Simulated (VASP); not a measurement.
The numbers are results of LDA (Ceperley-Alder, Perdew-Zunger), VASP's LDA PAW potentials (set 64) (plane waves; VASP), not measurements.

VASP ran on this input.

File POSCAR:
```
BaTiO3
1.0
  4.0181538517   0.0000000000   0.0000000000
  0.0000000000   4.0181538517   0.0000000000
  0.0000000000   0.0000000000   4.0828518547
Ba Ti O
1 1 3
Cartesian
  4.0181538517   0.0000000000   0.0016137921
  2.0090769259   2.0090769259   2.1001174364
  2.0090769259   2.0090769259   3.9911973722
  4.0181538517   2.0090769259   1.9836091844
  2.0090769259   0.0000000000   1.9836091844
```

KPOINTS:
```
Automatic
0
gamma
  6 6 6
0 0 0
```

### INCAR
```
SIGMA  =  0.05   # width (eV)
LASPH  =  .TRUE.
ENCUT  =  520   # plane-wave cut-off (eV)
NELM  =  100   # most electronic steps
ISMEAR  =  0
LCHARG  =  .FALSE.
ISIF  =  4   # ions and shape, fixed volume
LMAXMIX  =  4
LREAL  =  .FALSE.   # projection in real space or not
IBRION  =  2
SYSTEM  =  BaTiO3
ALGO  =  Normal   # blocked Davidson
EDIFF  =  1E-7
EDIFFG  =  -0.01
NSW  =  30
LWAVE  =  .FALSE.
PREC  =  Accurate
```

POTCAR, in this order: Ba_sv Ti_sv O (LDA.64 set). Program: vasp_std.

What VASP printed:

OUTCAR:
```
 ion  position               nearest neighbor table
   1  0.000  0.000  0.000-   4 2.82   5 2.82   4 2.82   5 2.82   3 2.84   3 2.84   3 2.84   3 2.84
                             4 2.91   5 2.91   5 2.91   4 2.91   2 3.47   2 3.47   2 3.47   2 3.47
   2  0.500  0.500  0.514-   3 1.89   4 2.01   5 2.01   5 2.01   4 2.01   3 2.19   1 3.47   1 3.47
                             1 3.47   1 3.47   1 3.53   1 3.53   1 3.53   1 3.53
   3  0.500  0.500  0.978-   2 1.89   2 2.19   1 2.84   1 2.84   1 2.84   1 2.84
   4  0.000  0.500  0.486-   2 2.01   2 2.01   1 2.82   1 2.82   1 2.91   1 2.91
   5  0.500  0.000  0.486-   2 2.01   2 2.01   1 2.82   1 2.82   1 2.91   1 2.91
  LATTYP: Found a simple tetragonal cell.
 ALAT       =     4.0181538517
 C/A-ratio  =     1.0161014250
 Subroutine PRICEL returns:
 Original cell was already a primitive cell.
 Subroutine GETGRP returns: Found  8 space group operations
The static configuration has the point symmetry C_4v.
The dynamic configuration has the point symmetry C_4v.
 Subroutine INISYM returns: Found  8 space group operations
 Subroutine IBZKPT returns following result:
 Found     40 irreducible k-points:

 Following reciprocal coordinates:
            Coordinates               Weight
  0.000000  0.000000  0.000000      1.000000
  0.166667  0.000000  0.000000      4.000000
  0.333333  0.000000  0.000000      4.000000
...
```

**OSZICAR**
```
...
   4 F= -.44067946E+02 E0= -.44067946E+02  d E =-.843523E-02
       N       E                     dE             d eps       ncg     rms          rms(c)
DAV:   1    -0.440750718695E+02   -0.71256E-02   -0.58892E+00  2128   0.265E+01    0.123E+00
DAV:   2    -0.440863507696E+02   -0.11279E-01   -0.44961E-01  1984   0.487E+00    0.867E-01
DAV:   3    -0.440756306225E+02    0.10720E-01   -0.36587E-02  2800   0.153E+00    0.387E-01
DAV:   4    -0.440723823925E+02    0.32482E-02   -0.10999E-02  2600   0.962E-01    0.129E-01
DAV:   5    -0.440722509684E+02    0.13142E-03   -0.11037E-03  2528   0.316E-01    0.346E-02
DAV:   6    -0.440722468935E+02    0.40748E-05   -0.66075E-05  2496   0.608E-02    0.186E-02
DAV:   7    -0.440722451598E+02    0.17337E-05   -0.10450E-05  2488   0.259E-02    0.430E-03
DAV:   8    -0.440722450485E+02    0.11130E-06   -0.10431E-06  2400   0.788E-03    0.203E-03
DAV:   9    -0.440722450400E+02    0.84810E-08   -0.19804E-07  1808   0.325E-03
   5 F= -.44072245E+02 E0= -.44072245E+02  d E =-.127340E-01
       N       E                     dE             d eps       ncg     rms          rms(c)
DAV:   1    -0.440766472955E+02   -0.44022E-02   -0.30077E+00  1920   0.177E+01    0.103E+00
DAV:   2    -0.440803121527E+02   -0.36649E-02   -0.19170E-01  2128   0.340E+00    0.634E-01
DAV:   3    -0.440740548634E+02    0.62573E-02   -0.20672E-02  2656   0.120E+00    0.286E-01
DAV:   4    -0.440725304391E+02    0.15244E-02   -0.58361E-03  2520   0.650E-01    0.908E-02
DAV:   5    -0.440724220551E+02    0.10838E-03   -0.97907E-04  2376   0.260E-01    0.400E-02
DAV:   6    -0.440724105503E+02    0.11505E-04   -0.10598E-04  2480   0.826E-02    0.176E-02
DAV:   7    -0.440724076135E+02    0.29369E-05   -0.20738E-05  2776   0.377E-02    0.699E-03
DAV:   8    -0.440724070684E+02    0.54505E-06   -0.64846E-06  2312   0.183E-02    0.211E-03
DAV:   9    -0.440724071094E+02   -0.40994E-07   -0.71115E-07  2376   0.596E-03
   6 F= -.44072407E+02 E0= -.44072407E+02  d E =-.162069E-03
       N       E                     dE             d eps       ncg     rms          rms(c)
DAV:   1    -0.440758261758E+02   -0.34191E-02   -0.74227E-01  1920   0.884E+00    0.512E-01
DAV:   2    -0.440767612419E+02   -0.93507E-03   -0.47635E-02  2088   0.170E+00    0.312E-01
DAV:   3    -0.440752296683E+02    0.15316E-02   -0.50617E-03  2664   0.605E-01    0.144E-01
DAV:   4    -0.440748352137E+02    0.39445E-03   -0.15180E-03  2528   0.339E-01    0.471E-02
DAV:   5    -0.440748046709E+02    0.30543E-04   -0.24238E-04  2384   0.132E-01    0.212E-02
DAV:   6    -0.440748009630E+02    0.37079E-05   -0.31282E-05  2472   0.441E-02    0.894E-03
DAV:   7    -0.440748002250E+02    0.73806E-06   -0.54948E-06  2576   0.204E-02    0.366E-03
DAV:   8    -0.440748000858E+02    0.13913E-06   -0.18357E-06  2376   0.971E-03    0.112E-03
DAV:   9    -0.440748000969E+02   -0.11084E-07   -0.18409E-07  1752   0.323E-03
   7 F= -.44074800E+02 E0= -.44074800E+02  d E =-.255506E-02
       N       E                     dE             d eps       ncg     rms          rms(c)
DAV:   1    -0.440750885686E+02   -0.28848E-03   -0.35992E-01  1920   0.500E+00    0.905E-02
DAV:   2    -0.440758570736E+02   -0.76850E-03   -0.97740E-03  2120   0.742E-01    0.473E-02
DAV:   3    -0.440758329110E+02    0.24163E-04   -0.40450E-04  2792   0.130E-01    0.246E-02
DAV:   4    -0.440758186952E+02    0.14216E-04   -0.68767E-05  2296   0.668E-02    0.105E-02
DAV:   5    -0.440758186240E+02    0.71222E-07   -0.11833E-05  2384   0.278E-02    0.458E-03
DAV:   6    -0.440758185722E+02    0.51828E-07   -0.59728E-07  2320   0.640E-03
   8 F= -.44075819E+02 E0= -.44075819E+02  d E =-.101848E-02
       N       E                     dE             d eps       ncg     rms          rms(c)
DAV:   1    -0.440751855586E+02    0.63307E-03   -0.51812E-01  1920   0.600E+00    0.110E-01
DAV:   2    -0.440762966795E+02   -0.11111E-02   -0.14119E-02  2128   0.891E-01    0.571E-02
DAV:   3    -0.440762600101E+02    0.36669E-04   -0.56995E-04  2808   0.154E-01    0.299E-02
DAV:   4    -0.440762397704E+02    0.20240E-04   -0.98347E-05  2296   0.802E-02    0.129E-02
DAV:   5    -0.440762395865E+02    0.18393E-06   -0.17111E-05  2376   0.335E-02    0.560E-03
DAV:   6    -0.440762395219E+02    0.64631E-07   -0.97594E-07  2472   0.800E-03
   9 F= -.44076240E+02 E0= -.44076240E+02  d E =-.143942E-02
       N       E                     dE             d eps       ncg     rms          rms(c)
DAV:   1    -0.440762987118E+02   -0.59125E-04   -0.10656E-01  1920   0.236E+00    0.594E-02
DAV:   2    -0.440764485192E+02   -0.14981E-03   -0.22522E-03  2176   0.358E-01    0.574E-02
DAV:   3    -0.440764414303E+02    0.70889E-05   -0.13961E-04  2640   0.857E-02    0.305E-02
DAV:   4    -0.440764343958E+02    0.70346E-05   -0.23566E-05  2592   0.421E-02    0.150E-02
DAV:   5    -0.440764334079E+02    0.98785E-06   -0.65371E-06  2504   0.223E-02    0.246E-03
DAV:   6    -0.440764333962E+02    0.11723E-07   -0.44806E-07  2320   0.501E-03
  10 F= -.44076433E+02 E0= -.44076433E+02  d E =-.193874E-03
       N       E                     dE             d eps       ncg     rms          rms(c)
DAV:   1    -0.440764336881E+02   -0.28022E-06   -0.39136E-03  1920   0.453E-01    0.113E-02
DAV:   2    -0.440764391948E+02   -0.55066E-05   -0.83344E-05  2176   0.690E-02    0.110E-02
DAV:   3    -0.440764389499E+02    0.24492E-06   -0.51799E-06  2632   0.165E-02    0.585E-03
DAV:   4    -0.440764387000E+02    0.24988E-06   -0.86754E-07  2528   0.806E-03    0.295E-03
DAV:   5    -0.440764386606E+02    0.39359E-07   -0.23649E-07  1920   0.435E-03
  11 F= -.44076439E+02 E0= -.44076439E+02  d E =-.199139E-03
       N       E                     dE             d eps       ncg     rms          rms(c)
DAV:   1    -0.440766956780E+02   -0.25698E-03   -0.32434E-02  2080   0.189E+00    0.130E-01
DAV:   2    -0.440766067691E+02    0.88909E-04   -0.21319E-03  2032   0.358E-01    0.770E-02
DAV:   3    -0.440764657717E+02    0.14100E-03   -0.40031E-04  2528   0.176E-01    0.254E-02
DAV:   4    -0.440764558390E+02    0.99327E-05   -0.65526E-05  2344   0.641E-02    0.976E-03
DAV:   5    -0.440764554175E+02    0.42152E-06   -0.17148E-05  2360   0.287E-02    0.447E-03
DAV:   6    -0.440764552715E+02    0.14596E-06   -0.17113E-06  2824   0.110E-02    0.223E-03
DAV:   7    -0.440764552390E+02    0.32539E-07   -0.74752E-07  2192   0.591E-03
  12 F= -.44076455E+02 E0= -.44076455E+02  d E =-.165784E-04
       N       E                     dE             d eps       ncg     rms          rms(c)
DAV:   1    -0.440765097553E+02   -0.54484E-04   -0.53420E-03  2080   0.769E-01    0.528E-02
DAV:   2    -0.440764949554E+02    0.14800E-04   -0.34930E-04  2032   0.145E-01    0.312E-02
DAV:   3    -0.440764716795E+02    0.23276E-04   -0.64323E-05  2520   0.710E-02    0.994E-03
DAV:   4    -0.440764701795E+02    0.15000E-05   -0.10364E-05  2320   0.257E-02    0.380E-03
DAV:   5    -0.440764701217E+02    0.57757E-07   -0.26403E-06  2352   0.114E-02    0.179E-03
DAV:   6    -0.440764700945E+02    0.27253E-07   -0.25336E-07  1928   0.437E-03
  13 F= -.44076470E+02 E0= -.44076470E+02  d E =-.314338E-04
       N       E                     dE             d eps       ncg     rms          rms(c)
DAV:   1    -0.440764758984E+02   -0.57767E-05   -0.14728E-02  2272   0.155E+00    0.625E-02
DAV:   2    -0.440765324110E+02   -0.56513E-04   -0.14233E-03  1968   0.271E-01    0.442E-02
DAV:   3    -0.440765051436E+02    0.27267E-04   -0.86140E-05  2712   0.739E-02    0.194E-02
DAV:   4    -0.440764974740E+02    0.76696E-05   -0.26358E-05  2568   0.475E-02    0.769E-03
DAV:   5    -0.440764969231E+02    0.55081E-06   -0.36526E-06  2624   0.181E-02    0.182E-03
DAV:   6    -0.440764969139E+02    0.92527E-08   -0.19607E-07  1720   0.359E-03
  14 F= -.44076497E+02 E0= -.44076497E+02  d E =-.268194E-04
```

OUTCAR:
```
------------------------ aborting loop because EDIFF is reached ----------------------------------------
  FORCE on cell =-STRESS in cart. coord.  units (eV):
  Direction    XX          YY          ZZ          XY          YZ          ZX
  --------------------------------------------------------------------------------------
  Total       -2.7987709     -2.7987709     -2.7941172      0.0000000      0.0000000      0.0000000
  in kB      -68.0238467    -68.0238467    -67.9107381      0.0000000      0.0000000      0.0000000
  external PRESSURE =     -67.9861439 kB  Pullay stress =       0.0000000 kB
  volume of cell :       65.92
      direct lattice vectors                 reciprocal lattice vectors
     3.968768393  0.000000000  0.000000000     0.251967336  0.000000000  0.000000000
     0.000000000  3.968768393  0.000000000     0.000000000  0.251967336  0.000000000
     0.000000000 -0.000000000  4.185094166     0.000000000 -0.000000000  0.238943250
 POSITION                                       TOTAL-FORCE (eV/Angst)
 -----------------------------------------------------------------------------------
      0.00000     -0.00000      0.04536         0.000000      0.000000     -0.000184
      1.98438      1.98438      2.20997         0.000000     -0.000000      0.007131
      1.98438      1.98438      4.01969         0.000000      0.000000     -0.002880
      0.00000      1.98438      2.01853        -0.000000      0.000000     -0.002034
      1.98438     -0.00000      2.01853         0.000000      0.000000     -0.002034
 -----------------------------------------------------------------------------------
    total drift:                                0.000000      0.000000     -0.000051
  FREE ENERGIE OF THE ION-ELECTRON SYSTEM (eV)
  ---------------------------------------------------
  free  energy   TOTEN  =       -44.0764969139 eV

  energy  without entropy=      -44.0764969139  energy(sigma->0) =      -44.07649691

 reached required accuracy - stopping structural energy minimisation
```
(Selected blocks of OUTCAR.)

CONTCAR:
```
BaTiO3
   1.00000000000000
     3.9687683930326503    0.0000000000000000    0.0000000000000000
     0.0000000000000000    3.9687683930326503    0.0000000000000000
     0.0000000000000000   -0.0000000000000000    4.1850941661620515
  Ba              Ti              O
     1     1     3
Direct
     0.0000000000000000    0.0000000000000000    0.0108389367171153
     0.5000000000000000    0.5000000000000000    0.5280562898759497
     0.5000000000000000    0.5000000000000000    0.9604767900775166
     0.0000000000000000    0.5000000000000000    0.4823139916147111
     0.5000000000000000    0.0000000000000000    0.4823139916147111
```

The compound is BaTiO3 in the tetragonal perovskite structure. This cell is one point of a volume scan, at 1.06 of the reference volume. Symmetry was kept, so distortions that lower it aren't found.
